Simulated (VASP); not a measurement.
Given:

```xyz
1
Lattice="0.0000 1.8832 1.8832 1.8832 0.0000 1.8832 1.8832 1.8832 0.0000" Properties=species:S:1:pos:R:3 pbc="T T T"
Rh     0.0000     0.0000     0.0000
```

These are r2SCAN meta-GGA, VASP's PBE PAW potentials (set 64) (plane waves; VASP) values and carry that method's errors. Settings: 520 eV cut-off, 16×16×16 Γ-centred mesh, first-order Methfessel-Paxton smearing of 0.10 eV, potentials Rh_pv.

### Question
The job: Rh (fcc), 1 atom, r2SCAN, static run, 520 eV, 16×16×16 Γ-centred mesh. Roughly how much core time does it take on a busy server core?

### Answer
About 70 core-seconds (one run on a shared machine, a rough figure). It had 145 irreducible k-points, 11 bands, up to 370 plane waves and 20 electronic steps.

The compound is Rh in the fcc structure. This cell is one point of a volume scan, at 0.97 of the reference volume.
